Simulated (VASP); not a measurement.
Energy against volume of GaSb (zinc blende). Level of theory: optB86b-vdW, VASP's PBE PAW potentials (set 64) (plane waves; VASP).

```json
[
 {"V (Å³/atom)": "27.554", "E (eV/atom)": "-1.03817"},
 {"V (Å³/atom)": "28.433", "E (eV/atom)": "-1.05136"},
 {"V (Å³/atom)": "29.312", "E (eV/atom)": "-1.05533"},
 {"V (Å³/atom)": "30.192", "E (eV/atom)": "-1.05135"},
 {"V (Å³/atom)": "31.071", "E (eV/atom)": "-1.04074"}
]
```

Q: Fit a third-order Birch-Murnaghan equation of state.

A: 
```yaml
volume_per_atom: 29.29 Å³/atom
bulk_modulus: 47.9 GPa
pressure_derivative_of_the_bulk_modulus: 4.44
lattice_constant_a: 0.6165 nm
```

Measured: bulk modulus 57.0 GPa (computed value off by -16.0 %), as given by Cormac Toher et al., Physical Review Materials (2017), arXiv:1611.05714; a 6.096 Å at 300 K (computed value off by +1.1 %), as given by I. Vurgaftman et al., Journal of Applied Physics (2001), doi:10.1063/1.1368156. The calculation is for a static lattice, while the measured bulk modulus, a hold thermal and zero-point effects, which are part of the difference.

The compound is GaSb in the zinc blende structure. It was relaxed first.
